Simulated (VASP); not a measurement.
Crystal: Sn2Bi2O.

```xyz
5
Lattice="5.9723 0.0000 0.0000 -2.9862 5.1722 0.0000 0.0000 0.0000 4.8357" Properties=species:S:1:pos:R:3 pbc="T T T"
Sn    0.0000    0.0000    0.0000
Sn    2.9862    1.7241    0.0000
Bi    0.0000    3.4481    2.4179
Bi    0.0000    3.4481    0.0000
O     2.9862    1.7241    2.4179
```

The cell was built by a generator and needn't be a form met in nature.

* Program: VASP 6.6.1
* Task: relaxation of cell and atoms
* Functional: PBE
* Potentials or basis: VASP PAW PBE potentials, release 64 (Sn_d, Bi_d, O)
* Cutoff: 520 eV
* k mesh: 3 × 3 × 3
* Occupations: gaussian, width 0.15 eV
* Spin: no spin polarisation

At the start: pressure 8.4 GPa; volume 29.87 Å³/atom.

Question: How do energy, volume and symmetry change on relaxing?

Answer: Over 10 steps the energy falls by 683.0 meV/atom and the volume is 31.90 Å³/atom (+6.8 %); space group P-6m2 (No. 187, to 0.05 Å).

The path:
| step | energy change (eV) | largest force (eV/Å) | pressure (GPa) | volume (Å³) |
| --- | --- | --- | --- | --- |
| 1 | 0.0000 | 0.0000 | 8.42 | 149.37 |
| 2 | -3.0642 | 0.0000 | -4.13 | 182.48 |
| 3 | -3.0968 | 0.0000 | -3.46 | 179.47 |
| 4 | -3.0977 | 0.0000 | -3.25 | 178.75 |
| 5 | -3.4011 | 0.0000 | -1.07 | 163.77 |
| 6 | -3.4028 | 0.0000 | -1.01 | 162.63 |
| 7 | -3.3943 | 0.0000 | -0.30 | 160.34 |
| 8 | -3.4024 | 0.0000 | -0.72 | 162.20 |
| 9 | -3.4133 | 0.0000 | 0.40 | 158.51 |
| 10 | -3.4150 | 0.0000 | 0.21 | 159.49 |

Final structure:
```cif
data_structure
_symmetry_space_group_name_H-M 'P 1'
_symmetry_Int_Tables_number 1
_cell_length_a 5.5735
_cell_length_b 5.5735
_cell_length_c 5.9286
_cell_angle_alpha 90.000
_cell_angle_beta 90.000
_cell_angle_gamma 120.000
_cell_volume 159.49
loop_
_atom_site_label
_atom_site_type_symbol
_atom_site_fract_x
_atom_site_fract_y
_atom_site_fract_z
_atom_site_occupancy
Sn1 Sn 0.00000 0.00000 0.00000 1
Sn2 Sn 0.66667 0.33333 0.00000 1
Bi1 Bi 0.33333 0.66667 0.50000 1
Bi2 Bi 0.33333 0.66667 0.00000 1
O1 O 0.66667 0.33333 0.50000 1
```

Caveat: the k mesh is coarse (spacing up to 0.43 Å⁻¹), so the values aren't converged.
